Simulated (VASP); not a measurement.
# A VASP study of CdF2 (r2SCAN): structure first, properties next, part 3 of 4

Aim: relax CdF2, then compute properties on the relaxed cell. The start is a cell from a database of measured crystal structures.

VASP 6.6.1; r2SCAN; plane waves and PAW (Cd, F).

So far, gap on the k-mesh (eV): step 2 (full relaxation (r2SCAN)) 3.78. The relaxed cell has a = 5.403 Å (conventional setting).

### 5. Total and projected DOS (r2SCAN)

Here the states are counted by energy and projected on the atoms. The mesh is finer than in the run before.

INCAR reads:

```
SYSTEM = CdF2
PREC = Accurate
ENCUT = 520
EDIFF = 1E-06
NELM = 100
ISMEAR = -5
SIGMA = 0.05
LREAL = .FALSE.
ALGO = Normal
METAGGA = R2SCAN
LASPH = .TRUE.
NBANDS = 26
LORBIT = 11
LWAVE = .FALSE.
LCHARG = .FALSE.
KPAR = 2
NEDOS = 2001
```

POSCAR reads:

```
CdF2
1.0
    0.0000000000      2.7016506715      2.7016506715
    2.7016506715      0.0000000000      2.7016506715
    2.7016506715      2.7016506715      0.0000000000
Cd F
1 2
Direct
    0.0000000000      0.0000000000      0.0000000000
    0.2500000000      0.2500000000      0.2500000000
    0.7500000000      0.7500000000      0.7500000000
```

KPOINTS reads:

```
Automatic mesh
0
Gamma
11 11 11
0 0 0
```

The projector-augmented-wave data sets are Cd and F (PBE family, release 64).

Run with:

```console
> mpirun -np 2 vasp_std
```

Log:

```text
[... set-up lines as in an earlier step ...]
 entering main loop
       N       E                     dE             d eps       ncg     rms          rms(c)
DAV:   1     0.169624258370E+03    0.16962E+03   -0.14986E+04  3000   0.103E+03
DAV:   2    -0.348960373170E+02   -0.20452E+03   -0.19368E+03  3428   0.293E+02
DAV:   3    -0.431286459087E+02   -0.82326E+01   -0.82038E+01  3288   0.626E+01
DAV:   4    -0.431614703699E+02   -0.32824E-01   -0.32822E-01  3184   0.407E+00
DAV:   5    -0.431615719997E+02   -0.10163E-03   -0.10163E-03  3184   0.206E-01    0.855E+00
DAV:   6    -0.336718307477E+02    0.94897E+01   -0.23575E+00  3074   0.327E+01    0.957E+00
DAV:   7    -0.336955580513E+02   -0.23727E-01   -0.13601E+00  3044   0.794E+00    0.493E+00
DAV:   8    -0.337253016387E+02   -0.29744E-01   -0.12658E-01  3038   0.412E+00    0.173E+00
DAV:   9    -0.337199198474E+02    0.53818E-02   -0.46511E-02  2972   0.189E+00    0.215E-01
DAV:  10    -0.337211700358E+02   -0.12502E-02   -0.65896E-03  3072   0.599E-01    0.312E-01
DAV:  11    -0.337211428838E+02    0.27152E-04   -0.17868E-03  3038   0.336E-01    0.131E-01
DAV:  12    -0.337211026389E+02    0.40245E-04   -0.10280E-04  3070   0.151E-01    0.485E-02
DAV:  13    -0.337210814297E+02    0.21209E-04   -0.29306E-05  3504   0.508E-02    0.188E-02
DAV:  14    -0.337210767000E+02    0.47297E-05   -0.31626E-05  3058   0.440E-02    0.125E-02
DAV:  15    -0.337210756311E+02    0.10689E-05   -0.86482E-07  2020   0.673E-03    0.675E-03
DAV:  16    -0.337210753359E+02    0.29514E-06   -0.66156E-07  1534   0.621E-03
   1 F= -.33721075E+02 E0= -.33721075E+02  d E =0.000000E+00
```

The job ended after 81 s (2 MPI ranks of AMD EPYC 9R45, shared host; peak memory 0.34 GiB; 2.6 min of CPU time).

OUTCAR, selected parts (step 5):

```text
   k-points           NKPTS =     56   k-points in BZ     NKDIM =     56   number of bands    NBANDS=     26

   NELECT =      26.0000    total number of electrons

 E-fermi :  -1.9530

 k-point     2 :       0.0909    0.0000    0.0000
  band No.  band energies     occupation
    ...
      9      -2.9544      2.00000
     10      -2.9544      2.00000
     11      -2.4770      2.00000
     12      -2.4382      2.00000
     13      -2.4381      2.00000
     14       2.0945      0.00000
     15      11.1442      0.00000
     16      11.7646      0.00000
     17      11.7647      0.00000
     18      16.5894      0.00000
    ...

  Total        0.0025578      0.0025578      0.0025578      0.0000000      0.0000000      0.0000000
  in kB        0.1039118      0.1039118      0.1039118      0.0000000      0.0000000      0.0000000
  external PRESSURE =       0.1039118 kB  Pullay stress =       0.0000000 kB

 POSITION                                       TOTAL-FORCE (eV/Angst)
 -----------------------------------------------------------------------------------
      0.00000      0.00000      0.00000         0.000000     -0.000000      0.000000
      1.35083      1.35083      1.35083         0.000000      0.000000     -0.000000
      4.05248      4.05248      4.05248        -0.000000     -0.000000      0.000000
 -----------------------------------------------------------------------------------
    total drift:                                0.000000      0.000000      0.000000

  FREE ENERGIE OF THE ION-ELECTRON SYSTEM (eV)
  ---------------------------------------------------
  free  energy   TOTEN  =       -33.7210753359 eV

  energy  without entropy=      -33.7210753359  energy(sigma->0) =      -33.72107534

[... 8 parts as in an earlier step ...]

[... 8 further parts left out ...]
```

This step gave:

* irreducible k-points: 56
* Fermi energy: -1.953 eV
* pressure: 0.01039 GPa
* valence top at k: -0.2727, 0.4545, 0.1818
* gap on the k-mesh: 3.743 eV

The density of states has structure finer than the step of the table below, so its rows give means over 1 eV, whole bins alone (the curve runs from -12.0 to 11.7 eV). Peaks (eV: height): total -5.1: 12.8, -4.3: 19.5, -1.8: 5.29, -0.5: 14.1; F p -5.1: 1.96, -1.8: 3.52, -0.5: 9.84; Cd d -5.1: 8.99, -4.3: 18.2, -0.5: 2.21; Cd s -3.2: 0.314, 8.7: 0.659, 10.8: 0.233; Cd p -5.1: 0.0475, -1.8: 0.145, 10.8: 0.382.

States under -12.0 eV and over 11.7 eV are left out. Table of density of states by energy, zero at the valence-band top; means over each step; values in states/eV/cell:

```
energy (eV)   total      F p     Cd d     Cd s     Cd p
         -7       0        0        0        0        0
         -6  0.0806   0.0143   0.0557        0   4.9e-5
         -5    5.88    0.743     4.48   0.0149   0.0108
         -4    4.01    0.118     3.69  0.00397  0.00211
         -3    2.00     1.08    0.252    0.147   0.0182
         -2    3.70     2.35    0.383   0.0220    0.102
         -1    2.60     1.80    0.291  0.00607   0.0321
          0    3.67     2.61    0.545   2.5e-4  0.00230
          1       0        0        0        0        0
          2       0        0        0        0        0
          3       0        0        0        0        0
          4  0.0300  0.00195        0   0.0108   2.1e-4
          5   0.119   0.0151   9.3e-5   0.0406  0.00178
          6   0.225   0.0399   4.0e-4   0.0756  0.00481
          7   0.393   0.0829   9.2e-4    0.142  0.00885
          8   0.839    0.196  0.00189    0.368   0.0112
          9   0.390   0.0913   9.4e-4    0.197  0.00216
         10   0.313   0.0520  0.00218   0.0141   0.0386
         11    1.47    0.162   0.0213    0.114    0.209
```

The gap on this mesh is 3.74 eV. In the top eV of the valence band the largest shares in the PAW spheres are F p 71 % and Cd d 14 %. The rest lies in smaller channels or between the spheres.

### 6. Zone-centre phonons (r2SCAN)

Zone-centre modes test whether the atoms sit at a minimum within this cell. IBRION = 6 takes the force constants from differences of forces between displaced cells, so the forces must be tight.

INCAR reads:

```
SYSTEM = CdF2
PREC = Accurate
ENCUT = 520
EDIFF = 1E-08
NELM = 100
ISMEAR = 0
SIGMA = 0.05
LREAL = .FALSE.
ALGO = Normal
METAGGA = R2SCAN
LASPH = .TRUE.
NBANDS = 19
LORBIT = 11
LWAVE = .FALSE.
LCHARG = .FALSE.
KPAR = 2
IBRION = 6
NFREE = 2
POTIM = 0.015
ISIF = 2
NSW = 1
```

POSCAR is that of step 5.

KPOINTS reads:

```
Automatic mesh
0
Gamma
7 7 7
0 0 0
```

Run with:

```console
> mpirun -np 2 vasp_std
```

Log:

```text
[... set-up lines as in an earlier step ...]
 entering main loop
       N       E                     dE             d eps       ncg     rms          rms(c)
DAV:   1     0.165654774249E+03    0.16565E+03   -0.15919E+04   792   0.142E+03
DAV:   2    -0.343296009776E+02   -0.19998E+03   -0.19306E+03   815   0.358E+02
DAV:   3    -0.431223782171E+02   -0.87928E+01   -0.87677E+01   857   0.826E+01
DAV:   4    -0.431613813507E+02   -0.39003E-01   -0.39000E-01   808   0.556E+00
DAV:   5    -0.431615113298E+02   -0.12998E-03   -0.12998E-03   847   0.308E-01    0.855E+00
DAV:   6    -0.336747290436E+02    0.94868E+01   -0.42205E+00   787   0.446E+01    0.931E+00
DAV:   7    -0.336954909091E+02   -0.20762E-01   -0.14511E+00   793   0.109E+01    0.499E+00
DAV:   8    -0.337268361778E+02   -0.31345E-01   -0.17888E-01   846   0.597E+00    0.171E+00
DAV:   9    -0.337199720790E+02    0.68641E-02   -0.68182E-02   775   0.269E+00    0.256E-01
DAV:  10    -0.337211444974E+02   -0.11724E-02   -0.76325E-03   799   0.841E-01    0.290E-01
DAV:  11    -0.337211032313E+02    0.41266E-04   -0.25768E-03   778   0.484E-01    0.136E-01
DAV:  12    -0.337210439516E+02    0.59280E-04   -0.14117E-04   811   0.207E-01    0.363E-02
DAV:  13    -0.337210318690E+02    0.12083E-04   -0.24325E-05   826   0.548E-02    0.190E-02
DAV:  14    -0.337210277971E+02    0.40719E-05   -0.45886E-05   781   0.642E-02    0.162E-02
DAV:  15    -0.337210264750E+02    0.13221E-05   -0.16490E-06   784   0.120E-02    0.711E-03
DAV:  16    -0.337210261589E+02    0.31606E-06   -0.93071E-07   799   0.908E-03    0.624E-04
DAV:  17    -0.337210262064E+02   -0.47486E-07   -0.36647E-08   808   0.177E-03    0.627E-04
DAV:  18    -0.337210262255E+02   -0.19067E-07   -0.53251E-10   416   0.248E-04    0.417E-04
DAV:  19    -0.337210262334E+02   -0.78962E-08   -0.68158E-10   404   0.257E-04
   1 F= -.33721026E+02 E0= -.33721026E+02  d E =-.459938E-15
 Found     2 degrees of freedom:
 Finite differences POTIM= 0.01500 DOF=   2
 bond charge predicted
       N       E                     dE             d eps       ncg     rms          rms(c)
DAV:   1    -0.337171793107E+02    0.38469E-02   -0.23793E+00  1532   0.943E+00    0.179E-01
DAV:   2    -0.337203819872E+02   -0.32027E-02   -0.12222E-02  1592   0.829E-01    0.488E-02
DAV:   3    -0.337203685037E+02    0.13483E-04   -0.16026E-04  1613   0.873E-02    0.301E-02
DAV:   4    -0.337203694946E+02   -0.99089E-06   -0.11865E-05  1610   0.309E-02    0.846E-03
DAV:   5    -0.337203699005E+02   -0.40592E-06   -0.10420E-06  1619   0.930E-03    0.200E-03
DAV:   6    -0.337203698917E+02    0.87957E-08   -0.87413E-08  1583   0.230E-03
   2 F= -.33720370E+02 E0= -.33720370E+02  d E =-.449465E-15
[...]
3 F= -.33720370E+02 E0= -.33720370E+02  d E =-.448732E-15
[...]
4 F= -.33720483E+02 E0= -.33720483E+02  d E =-.553529E-15
 Finite differences progress:
  Degree of freedom:   2/  2
  Displacement:        1/  2
  Total:               3/  4
 bond charge predicted
       N       E                     dE             d eps       ncg     rms          rms(c)
DAV:   1    -0.337193729364E+02    0.11101E-02   -0.45959E+00  2438   0.170E+01    0.265E-01
DAV:   2    -0.337206983216E+02   -0.13254E-02   -0.51258E-02  2588   0.196E+00    0.118E-01
DAV:   3    -0.337204945952E+02    0.20373E-03   -0.38660E-04  2639   0.210E-01    0.561E-02
DAV:   4    -0.337204759944E+02    0.18601E-04   -0.21155E-04  2677   0.147E-01    0.131E-02
DAV:   5    -0.337204820700E+02   -0.60756E-05   -0.36842E-05  2552   0.468E-02    0.104E-02
DAV:   6    -0.337204823746E+02   -0.30464E-06   -0.56323E-07  2689   0.104E-02    0.409E-03
DAV:   7    -0.337204823800E+02   -0.53592E-08   -0.58315E-07  2534   0.978E-03    0.104E-03
DAV:   8    -0.337204824039E+02   -0.23963E-07   -0.14091E-07  2645   0.347E-03    0.825E-04
DAV:   9    -0.337204824075E+02   -0.36116E-08   -0.39568E-09  1342   0.853E-04
   5 F= -.33720482E+02 E0= -.33720482E+02  d E =-.552952E-15
 Finite differences progress:
  Degree of freedom:   2/  2
  Displacement:        2/  2
  Total:               4/  4
```

Elapsed: 2.6 min, on 2 MPI ranks; peak memory 0.39 GiB; 5.2 min of CPU time.

From OUTCAR (step 6):

```text
   NELECT =      26.0000    total number of electrons

 E-fermi :  -1.7190

 k-point     1 :       0.0000    0.0000    0.0000
  band No.  band energies     occupation
    ...
      9      -2.8974      2.00000
     10      -2.8899      2.00000
     11      -2.4572      2.00000
     12      -2.4458      2.00000
     13      -2.4338      2.00000
     14       1.7883      0.00000
     15      11.6225      0.00000
     16      11.6355      0.00000
     17      11.6496      0.00000
     18      15.9093      0.00000
    ...

  Total        0.0082195      0.0066568      0.0066568      0.0000000      0.0347222      0.0000000
  in kB        0.3339188      0.2704340      0.2704340      0.0000000      1.4105873      0.0000000
  external PRESSURE =       0.2915956 kB  Pullay stress =       0.0000000 kB

 POSITION                                       TOTAL-FORCE (eV/Angst)
 -----------------------------------------------------------------------------------
      0.00000      0.00000      0.00000        -0.041449      0.000000      0.000000
      1.33583      1.35083      1.35083         0.073017      0.000000      0.000000
      4.05248      4.05248      4.05248        -0.031567     -0.000000     -0.000000
 -----------------------------------------------------------------------------------
    total drift:                                0.000689     -0.000000      0.000000

  FREE ENERGIE OF THE ION-ELECTRON SYSTEM (eV)
  ---------------------------------------------------
  free  energy   TOTEN  =       -33.7204824075 eV

  energy  without entropy=      -33.7204824075  energy(sigma->0) =      -33.72048241

 Eigenvectors and eigenvalues of the dynamical matrix
 ----------------------------------------------------

   1 f  =    9.456639 THz    59.417816 2PiTHz  315.439526 cm-1    39.109499 meV
             X         Y         Z           dx          dy          dz
      0.000000  0.000000  0.000000    -0.000000   -0.000000   -0.000000
      1.350825  1.350825  1.350825    -0.707107    0.000412    0.000000
      4.052476  4.052476  4.052476     0.707107   -0.000412    0.000000

   2 f  =    9.456639 THz    59.417816 2PiTHz  315.439526 cm-1    39.109499 meV
             X         Y         Z           dx          dy          dz
      0.000000  0.000000  0.000000     0.000000    0.000000    0.000000
      1.350825  1.350825  1.350825     0.000000    0.000000   -0.707107
      4.052476  4.052476  4.052476     0.000000   -0.000000    0.707107

   3 f  =    9.456639 THz    59.417816 2PiTHz  315.439526 cm-1    39.109499 meV
             X         Y         Z           dx          dy          dz
      0.000000  0.000000  0.000000     0.000000    0.000000    0.000000
      1.350825  1.350825  1.350825    -0.000412   -0.707107   -0.000000
      4.052476  4.052476  4.052476     0.000412    0.707107    0.000000

   4 f  =    6.919372 THz    43.475695 2PiTHz  230.805399 cm-1    28.616209 meV
             X         Y         Z           dx          dy          dz
      0.000000  0.000000  0.000000    -0.143385    0.489105   -0.000000
      1.350825  1.350825  1.350825     0.171144   -0.583796    0.000000
      4.052476  4.052476  4.052476     0.171144   -0.583796    0.000000

   5 f  =    6.919372 THz    43.475695 2PiTHz  230.805399 cm-1    28.616209 meV
             X         Y         Z           dx          dy          dz
      0.000000  0.000000  0.000000     0.489105    0.143385    0.000000
      1.350825  1.350825  1.350825    -0.583796   -0.171144   -0.000000
      4.052476  4.052476  4.052476    -0.583796   -0.171144    0.000000

   6 f  =    6.919372 THz    43.475695 2PiTHz  230.805399 cm-1    28.616209 meV
             X         Y         Z           dx          dy          dz
      0.000000  0.000000  0.000000     0.000000    0.000000    0.509689
      1.350825  1.350825  1.350825     0.000000    0.000000   -0.608365
      4.052476  4.052476  4.052476     0.000000   -0.000000   -0.608365

   7 f/i=    0.056761 THz     0.356641 2PiTHz    1.893350 cm-1     0.234745 meV
             X         Y         Z           dx          dy          dz
      0.000000  0.000000  0.000000    -0.149607   -0.847251   -0.000000
      1.350825  1.350825  1.350825    -0.062671   -0.354914    0.000000
      4.052476  4.052476  4.052476    -0.062671   -0.354914    0.000000

   8 f/i=    0.056761 THz     0.356641 2PiTHz    1.893350 cm-1     0.234745 meV
             X         Y         Z           dx          dy          dz
      0.000000  0.000000  0.000000     0.000000    0.000000   -0.860359
      1.350825  1.350825  1.350825     0.000000    0.000000   -0.360405
      4.052476  4.052476  4.052476     0.000000    0.000000   -0.360405

   9 f/i=    0.056761 THz     0.356641 2PiTHz    1.893350 cm-1     0.234745 meV
             X         Y         Z           dx          dy          dz
      0.000000  0.000000  0.000000     0.847251   -0.149607   -0.000000
      1.350825  1.350825  1.350825     0.354914   -0.062671    0.000000
      4.052476  4.052476  4.052476     0.354914   -0.062671    0.000000

 ELASTIC MODULI CONTR FROM IONIC RELAXATION (kBar)
 Direction    XX          YY          ZZ          XY          YZ          ZX
 --------------------------------------------------------------------------------
 XX          -0.0000      0.0000     -0.0000      0.0000      0.0000      0.0000
 YY           0.0000     -0.0000      0.0000      0.0000     -0.0000     -0.0000
 ZZ          -0.0000      0.0000     -0.0000      0.0000     -0.0000      0.0000
 XY           0.0000      0.0000      0.0000    -63.0804     -0.0000      0.0000
 YZ           0.0000     -0.0000     -0.0000     -0.0000    -63.0804      0.0000
 ZX           0.0000     -0.0000      0.0000      0.0000      0.0000    -63.0804
 --------------------------------------------------------------------------------

[... 8 parts as in an earlier step ...]

[... 9 further parts left out ...]
```

CONTCAR:

```
CdF2
   1.00000000000000
     0.0000000000000000    2.7016506714999999    2.7016506714999999
     2.7016506714999999    0.0000000000000000    2.7016506714999999
     2.7016506714999999    2.7016506714999999    0.0000000000000000
  Cd              F
     1     2
Direct
     0.0000000000000000    0.0000000000000000    0.0000000000000000
     0.2527760805936602    0.2472239194063399    0.2472239194063399
     0.7500000000000000    0.7500000000000000    0.7500000000000000
```

The last energy, forces, stress and levels in OUTCAR belong to the last displaced cell, not to the cell of POSCAR.

Numbers from this step:

```yaml
bands: 19
irreducible_k_points: 20
pressure_of_the_cell: 0.01984 GPa
largest_force_of_the_cell: 0 eV/Å
```

Transverse limit, no LO-TO splitting. The modes at Γ (shares of kinetic energy by element, %):

```
mode  frequency (cm⁻¹)  symmetry  Cd %  F %
   1              -1.9  acoustic    74   26
   2              -1.9  acoustic    74   26
   3              -1.9  acoustic    74   26
   4             230.8       T1u    26   74
   5             230.8       T1u    26   74
   6             230.8       T1u    26   74
   7             315.4       T2g     0  100
   8             315.4       T2g     0  100
   9             315.4       T2g     0  100
```

Displacements in mode 4 (230.8 cm⁻¹), the largest set to 1:
```
Cd1  0.00  0.00  0.34
F2   0.00  0.00 -1.00
F3   0.00  0.00 -1.00
```

Displacements in mode 8 (315.4 cm⁻¹), the largest set to 1:
```
Cd1  0.00  0.00  0.00
F2   0.00  0.00 -1.00
F3   0.00  0.00  1.00
```

The three acoustic modes lie within 1.9 cm⁻¹ of zero, and all others are real. By the characters of their eigenvectors the optical modes sort into (cm⁻¹) Raman active: T2g 315; infrared active: T1u 231. With a centre of inversion no mode is active in both.

[end of part 3 of 4]

[Lines on the potential files, build, host, timing and source positions are cut from VASP's logs without a mark.]

[Logs are printed without paths, hosts, clocks, repeated set-up lines and the standing remarks that a program may print on its own settings, such as how far it seeks lower states.]

[Hosts, paths, dates, database ids (printed as entryN), source tags and the programs' standing remarks are cut or masked in the printed files.]

[A measured line is paired with the nearest computed mode of its activity, which favours agreement.]
